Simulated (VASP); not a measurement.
**linear Ti chain, spacing 2.395 A: fixed spin moments**

Aim: the energy of linear Ti chain, spacing 2.395 A as a function of its total moment.

Calculated with VASP 6.6.1; PBE, spin-polarised from a ferromagnetic start; plane waves and PAW (Ti_sv), in the first sound run; inputs show where later runs differ.

Report form: the programs' logs are mostly left out.

## Step 1: Set-up

The cell holds 1 atom: 1 Ti. Its edges and angles: a = 12.000 Å, b = 12.000 Å, c = 2.395 Å, α = 90.0°, β = 90.0°, γ = 90.0°. model lattice. Vacuum lies along a and b. The structure's axis is c.

## Step 2: Free moment

The unconstrained run shows the moment that this start leads to, and gives an energy to count from.

Input file INCAR:

```
SYSTEM = Ti
PREC = Normal
ENCUT = 350
EDIFF = 1E-06
NELM = 150
ISMEAR = 0
SIGMA = 0.05
LREAL = .FALSE.
ALGO = Normal
GGA = PE
NBANDS = 12
ISPIN = 2
MAGMOM = 1
LASPH = .TRUE.
LMAXMIX = 4
LORBIT = 11
LWAVE = .FALSE.
LCHARG = .FALSE.
KPAR = 2
AMIX = 0.2
BMIX = 1E-04
AMIX_MAG = 0.8
BMIX_MAG = 1E-04
NEDOS = 1500
```

Input file POSCAR:

```
Ti
1.0
   12.0000000000      0.0000000000      0.0000000000
    0.0000000000     12.0000000000      0.0000000000
    0.0000000000      0.0000000000      2.3950000000
Ti
1
Direct
    0.5000000000      0.5000000000      0.0000000000
```

Input file KPOINTS:

```
Automatic mesh
0
Gamma
1 1 25
0 0 0
```

The projector-augmented-wave data sets are Ti_sv (PBE family, release 64).

Command:

```bash
> mpirun -np 2 vasp_std
```

Run time: 28 s. Hardware: 2 MPI ranks of Intel Xeon Platinum 8375C at 2.90GHz (Ice Lake), shared host; peak memory 0.47 GiB.

Numbers from this step:

```yaml
electronic_cycles: 25
electrons: 12
free_energy_toten: -4.125 eV
energy_at_zero_smearing: -4.124 eV
fermi_energy: -2.889 eV
moment_of_the_cell_from_the_last_line_of_the_log: 0.83 μB
labelled_metallic_from_the_levels_on_this_mesh: yes
dos_at_the_fermi_level: 2.979 states/eV/cell
```

Spin moment in the PAW sphere by atom:

| atom | spin moment in the PAW sphere (μB) |
| --- | --- |
| Ti1 | 0.552 |

The density of states has structure finer than the step of the table below, so its rows give means over 1 eV, whole bins alone (the curve runs from -12.0 to 2.99 eV). Peaks (eV: height): total up -0.2: 4.03, 0.6: 2.69, 0.8: 4.67, 1.1: 2.66; total down 0.5: 3.64, 0.8: 2.63, 1.2: 4.69, 1.8: 2.42; Ti s up -2.6: 0.203, -2.4: 0.161, -2.1: 0.140, -1.7: 0.148; Ti s down -2.3: 0.205, -2.1: 0.149, -1.7: 0.151, -1.3: 0.126; Ti p up 0.8: 0.309, 1.5: 0.062, 2.1: 0.0836, 2.7: 0.0735.

Means over bins of 0.095 eV. Table of density of states by energy, zero at the Fermi level; means over each step; 7 of 8 lines; values in states/eV/cell:

| energy (eV) | total up | total down | Ti s up | Ti s down | Ti p up | Ti p down | Ti d up |
| --- | --- | --- | --- | --- | --- | --- | --- |
| -4 | 0 | 0 | 0 | 0 | 0 | 0 | 0 |
| -3 | 0.132 | 1.2e-4 | 0.0337 | 3.1e-5 | 4.0e-4 | 0 | 0.0256 |
| -2 | 0.227 | 0.279 | 0.0550 | 0.0694 | 0.00553 | 0.00311 | 0.0259 |
| -1 | 1.14 | 0.657 | 0.0335 | 0.0353 | 0.0135 | 0.00831 | 0.692 |
| 0 | 1.89 | 1.31 | 0.0211 | 0.0295 | 0.0325 | 0.0247 | 1.21 |
| 1 | 1.95 | 2.33 | 0.0198 | 0.0165 | 0.0754 | 0.0822 | 1.03 |
| 2 | 0.336 | 0.887 | 0.0297 | 0.0207 | 0.0151 | 0.0138 | 0.169 |

The density of states is cut at 3.0 eV, since the bands computed begin to run out above.

## Step 3: Fixed spin moment, fixed moment 0

This step: PBE, spin-polarised, total moment fixed; plane waves and PAW (Ti_sv) (VASP 6.6.1).

NUPDOWN fixes the difference of up and down electrons.

Changes to INCAR since step 2:

```diff
@@ -12,3 +12,3 @@
 ISPIN = 2
-MAGMOM = 1
+MAGMOM = 0
 LASPH = .TRUE.
@@ -23,2 +23,2 @@
 BMIX_MAG = 1E-04
-NEDOS = 1500
+NUPDOWN = 0
```

POSCAR is that of step 2.

KPOINTS is that of step 2.

Command:

```bash
> mpirun -np 2 vasp_std
```

Elapsed: 24 s, on 2 MPI ranks; peak memory 0.45 GiB.

Numbers from this step:

```yaml
electronic_cycles: 18
free_energy_toten: -4.073 eV
energy_at_zero_smearing: -4.067 eV
```

The spin moment in the PAW sphere vanishes on all atoms.

Energy at zero smearing: -4.06670 eV.

## Step 4: Fixed spin moment, fixed moment 0.18

Changes to INCAR since step 3:

```diff
@@ -12,3 +12,3 @@
 ISPIN = 2
-MAGMOM = 0
+MAGMOM = 0.18
 LASPH = .TRUE.
@@ -23,2 +23,2 @@
 BMIX_MAG = 1E-04
-NUPDOWN = 0
+NUPDOWN = 0.18
```

POSCAR is that of step 3.

KPOINTS is that of step 3.

Command:

```bash
> mpirun -np 2 vasp_std
```

Run time: 32 s. Hardware: 2 MPI ranks; peak memory 0.46 GiB.

Numbers from this step:

```
electronic cycles                                 : 27
free energy (TOTEN)                               : -4.079 eV
energy at zero smearing                           : -4.075 eV
moment of the cell, from the last line of the log : 0.18 μB
```

Spin moment in the PAW sphere by atom:

| atom | spin moment in the PAW sphere (μB) |
| --- | --- |
| Ti1 | 0.136 |

Energy at zero smearing: -4.07525 eV.

## Step 5: Fixed spin moment, fixed moment 0.36

Changes to INCAR since step 4:

```diff
@@ -12,3 +12,3 @@
 ISPIN = 2
-MAGMOM = 0.18
+MAGMOM = 0.36
 LASPH = .TRUE.
@@ -23,2 +23,2 @@
 BMIX_MAG = 1E-04
-NUPDOWN = 0.18
+NUPDOWN = 0.36
```

POSCAR is that of step 4.

KPOINTS is that of step 4.

Command:

```bash
> mpirun -np 2 vasp_std
```

The job ended after 29 s (2 MPI ranks; peak memory 0.46 GiB).

Spin moment in the PAW sphere by atom:

| atom | spin moment in the PAW sphere (μB) |
| --- | --- |
| Ti1 | 0.253 |

Energy at zero smearing: -4.08937 eV.

## Step 6: Fixed spin moment, fixed moment 0.53

Changes to INCAR since step 5:

```diff
@@ -12,3 +12,3 @@
 ISPIN = 2
-MAGMOM = 0.36
+MAGMOM = 0.53
 LASPH = .TRUE.
@@ -23,2 +23,2 @@
 BMIX_MAG = 1E-04
-NUPDOWN = 0.36
+NUPDOWN = 0.53
```

POSCAR is that of step 5.

KPOINTS is that of step 5.

Command:

```bash
> mpirun -np 2 vasp_std
```

Elapsed: 28 s, on 2 MPI ranks; peak memory 0.46 GiB; 53 s of CPU time.

Energy at zero smearing: -4.10489 eV.

## Step 7: Fixed spin moment, fixed moment 0.71

Changes to INCAR since step 6:

```diff
@@ -12,3 +12,3 @@
 ISPIN = 2
-MAGMOM = 0.53
+MAGMOM = 0.71
 LASPH = .TRUE.
@@ -23,2 +23,2 @@
 BMIX_MAG = 1E-04
-NUPDOWN = 0.53
+NUPDOWN = 0.71
```

POSCAR is that of step 6.

KPOINTS is that of step 6.

Command:

```bash
> mpirun -np 2 vasp_std
```

Run time: 26 s. Hardware: 2 MPI ranks; peak memory 0.45 GiB.

Energy at zero smearing: -4.11704 eV.

## Step 8: Fixed spin moment, fixed moment 0.89

Changes to INCAR since step 7:

```diff
@@ -12,3 +12,3 @@
 ISPIN = 2
-MAGMOM = 0.71
+MAGMOM = 0.89
 LASPH = .TRUE.
@@ -23,2 +23,2 @@
 BMIX_MAG = 1E-04
-NUPDOWN = 0.71
+NUPDOWN = 0.89
```

POSCAR is that of step 7.

KPOINTS is that of step 7.

Command:

```bash
> mpirun -np 2 vasp_std
```

Elapsed: 23 s, on 2 MPI ranks; peak memory 0.46 GiB; 44 s of CPU time.

Spin moment in the PAW sphere by atom:

| atom | spin moment in the PAW sphere (μB) |
| --- | --- |
| Ti1 | 0.596 |

Energy at zero smearing: -4.12309 eV.

## Step 9: Fixed spin moment, fixed moment 1.07

Changes to INCAR since step 8:

```diff
@@ -12,3 +12,3 @@
 ISPIN = 2
-MAGMOM = 0.89
+MAGMOM = 1.07
 LASPH = .TRUE.
@@ -23,2 +23,2 @@
 BMIX_MAG = 1E-04
-NUPDOWN = 0.89
+NUPDOWN = 1.07
```

POSCAR is that of step 8.

KPOINTS is that of step 8.

Command:

```bash
> mpirun -np 2 vasp_std
```

The job ended after 22 s (2 MPI ranks; peak memory 0.46 GiB; 42 s of CPU time).

Spin moment in the PAW sphere by atom:

| atom | spin moment in the PAW sphere (μB) |
| --- | --- |
| Ti1 | 0.719 |

Energy at zero smearing: -4.11698 eV.

## Step 10: Fixed spin moment, fixed moment 1.24

Changes to INCAR since step 9:

```diff
@@ -12,3 +12,3 @@
 ISPIN = 2
-MAGMOM = 1.07
+MAGMOM = 1.24
 LASPH = .TRUE.
@@ -23,2 +23,2 @@
 BMIX_MAG = 1E-04
-NUPDOWN = 1.07
+NUPDOWN = 1.24
```

POSCAR is that of step 9.

KPOINTS is that of step 9.

Command:

```bash
> mpirun -np 2 vasp_std
```

Wall time 31 s (2 MPI ranks); peak memory 0.46 GiB; 59 s of CPU time.

Energy at zero smearing: -4.11559 eV.

## Step 11: Summary

This step: fixed spin moments, PBE; plane waves and PAW (VASP 6.6.1).

No new run; the numbers come from the runs before.

Numbers from this step:

| Item | Value |
| --- | --- |
| free moment | 0.8291 μB |
| magnetic energy | 56.93 meV/magnetic atom |

The energy above the free run by moment of the cell:

| moment of the cell (μB) | energy above the free run (meV/magnetic atom) |
| --- | --- |
| 0.000 | 56.9 |
| 0.180 | 48.4 |
| 0.360 | 34.3 |
| 0.530 | 18.7 |
| 0.710 | 6.59 |
| 0.890 | 0.534 |
| 1.070 | 6.64 |
| 1.240 | 8.03 |

## Step 12: Summary of results

- free moment: 0.829 μB

In words: Left free, the cell holds 0.83 μB. Forcing 1.24 μB costs 8 meV for each atom counted as magnetic, from the free run. The free state lies below the one held at no total moment, by the amount in the table.

[Lines on the potential files, build, host, timing and source positions are cut from VASP's logs without a mark.]

[Logs are printed without paths, hosts, clocks, repeated set-up lines and the standing remarks that a program may print on its own settings, such as how far it seeks lower states.]

[Hosts, paths, dates, database ids (printed as entryN), source tags and the programs' standing remarks are cut or masked in the printed files.]

[In band tables of VASP the shares of atoms and orbitals are scaled to a sum of 1 inside the atoms' spheres.]

[Runs that stopped without an error message from VASP are left out.]
